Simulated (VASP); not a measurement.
Method: r2SCAN meta-GGA, VASP's PBE PAW potentials (set 64) (plane waves; VASP 6.6.1).

A VASP calculation is set up with these files.

### KPOINTS
```
K-points
0
G
  7 7 7
0 0 0
```

POSCAR:
```
PbS
1.0
  0.0000000000   2.9700000000   2.9700000000
  2.9700000000   0.0000000000   2.9700000000
  2.9700000000   2.9700000000   0.0000000000
Pb S
1 1
direct
  0.0000000000   0.0000000000   0.0000000000
  0.5000000000   0.5000000000   0.5000000000
```

INCAR:
```
ALGO  =  Normal
EDIFF  =  1E-6
EDIFFG  =  -0.01
ENCUT  =  400
IBRION  =  2
ISIF  =  3
ISMEAR  =  0
LASPH  =  .TRUE.
LCHARG  =  .FALSE.
LMAXMIX  =  4
LMIXTAU  =  .TRUE.
LREAL  =  .FALSE.
LWAVE  =  .FALSE.
METAGGA  =  R2SCAN
NELM  =  100
NSW  =  60
PREC  =  Accurate
SIGMA  =  0.05
SYSTEM  =  PbS
```

POTCAR, in this order: Pb_d S (PBE.64 set). Program: vasp_std.

Problem. What will the output report for the number of irreducible k-points (NKPTS), largest plane-wave count, number of space-group operations, FFT grid (NGX, NGY, NGZ)?

Solution. 
```yaml
number of irreducible k-points (NKPTS): 20
largest_plane_wave_count: 966
number_of_space_group_operations: 48
FFT grid (NGX, NGY, NGZ): 28 × 28 × 28
```

The compound is PbS in the rock salt structure. This run relaxes it. Symmetry was kept, so distortions that lower it aren't found.
